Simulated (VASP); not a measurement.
All values below come from LDA (Ceperley-Alder, Perdew-Zunger), VASP's LDA PAW potentials (set 64) (plane waves; VASP).

The input files of a VASP run:

File KPOINTS:
```
Automatic mesh
0
Gamma
4 4 4
0 0 0
```

INCAR:
```
SYSTEM  =  InSe
PREC  =  Accurate; ENCUT  =  300; LREAL  =  .FALSE.
LASPH  =  .TRUE.
EDIFF  =  1E-6; NELM  =  100; ALGO  =  Normal
LMAXMIX  =  4
ISMEAR  =  0; SIGMA  =  0.01
ISIF  =  2
LWAVE  =  .FALSE.; LCHARG  =  .FALSE.
```

POSCAR:
```
InSe
1.0
  2.0233450000   1.1681790000   8.6085230000
 -2.0233450000   1.1681790000   8.6085230000
  0.0000000000  -2.3363580000   8.6085230000
In Se
2 2
Direct
  0.1103500000   0.1103500000   0.1103500000
  0.0018300000   0.0018300000   0.0018300000
  0.6197130000   0.6197130000   0.6197130000
  0.8258070000   0.8258070000   0.8258070000
```

POTCAR, in this order: In_d Se (LDA.64 set). Program: vasp_std.

What VASP printed:

OSZICAR:
```
       N       E                     dE             d eps       ncg     rms          rms(c)
DAV:   1     0.274712354660E+03    0.27471E+03   -0.13043E+04   605   0.122E+03
DAV:   2     0.978956949304E+01   -0.26492E+03   -0.26098E+03   640   0.348E+02
DAV:   3    -0.162351474849E+02   -0.26025E+02   -0.25896E+02   775   0.130E+02
DAV:   4    -0.170116115848E+02   -0.77646E+00   -0.77605E+00   689   0.262E+01
DAV:   5    -0.170517645759E+02   -0.40153E-01   -0.40151E-01   989   0.478E+00    0.661E+00
DAV:   6    -0.165741238966E+02    0.47764E+00   -0.10735E+00   809   0.166E+01    0.407E+00
DAV:   7    -0.165327072331E+02    0.41417E-01   -0.37021E-01   806   0.426E+00    0.115E+00
DAV:   8    -0.165259003159E+02    0.68069E-02   -0.28546E-02   922   0.205E+00    0.543E-01
DAV:   9    -0.165250977635E+02    0.80255E-03   -0.44423E-03   717   0.456E-01    0.141E-01
DAV:  10    -0.165251047629E+02   -0.69994E-05   -0.27945E-04   942   0.147E-01    0.730E-02
DAV:  11    -0.165251225340E+02   -0.17771E-04   -0.76182E-05   781   0.937E-02    0.202E-02
DAV:  12    -0.165251182957E+02    0.42382E-05   -0.13402E-05   850   0.397E-02    0.105E-02
DAV:  13    -0.165251188851E+02   -0.58938E-06   -0.29026E-06   599   0.122E-02
   1 F= -.16525119E+02 E0= -.16525119E+02  d E =-.525587E-48
```

**OUTCAR**
```
------------------------ aborting loop because EDIFF is reached ----------------------------------------
  FORCE on cell =-STRESS in cart. coord.  units (eV):
  Direction    XX          YY          ZZ          XY          YZ          ZX
  --------------------------------------------------------------------------------------
  Total       -1.6038419     -1.6038425     -1.9669951      0.0000000      0.0000000      0.0000000
  in kB      -21.0480999    -21.0481078    -25.8139605      0.0000000      0.0000000      0.0000000
  external PRESSURE =     -22.6367227 kB  Pullay stress =       0.0000000 kB
  volume of cell :      122.08
      direct lattice vectors                 reciprocal lattice vectors
     2.023345000  1.168179000  8.608523000     0.247115544  0.142672199  0.038721315
    -2.023345000  1.168179000  8.608523000    -0.247115544  0.142672199  0.038721315
     0.000000000 -2.336358000  8.608523000     0.000000000 -0.285344398  0.038721315
 POSITION                                       TOTAL-FORCE (eV/Angst)
 -----------------------------------------------------------------------------------
      0.00000      0.00000      2.84985         0.000000      0.000000     -0.033644
      0.00000      0.00000      0.04726         0.000000     -0.000000      0.035105
      0.00000      0.00000     16.00444         0.000000      0.000000      0.126614
      0.00000      0.00000     21.32694         0.000000     -0.000000     -0.128074
 -----------------------------------------------------------------------------------
    total drift:                               -0.000000     -0.000009      0.000507
  FREE ENERGIE OF THE ION-ELECTRON SYSTEM (eV)
  ---------------------------------------------------
  free  energy   TOTEN  =       -16.5251188851 eV

  energy  without entropy=      -16.5251188851  energy(sigma->0) =      -16.52511889
```
(Selected blocks of OUTCAR.)

At this cut-off the stress carries a Pulay error, which pulls relaxed volumes low.

The structure comes from a computed database's InSe entry (R3m); how it stands against other phases isn't given here. The cell was not relaxed at this level. The k-mesh is coarse (spacing up to 0.45 per Å, 2π included), so the numbers may not be converged in it. The run is one of a series of settings (KPOINTS 4×4×4 Γ-centred mesh against the base run), some of them coarse on purpose.
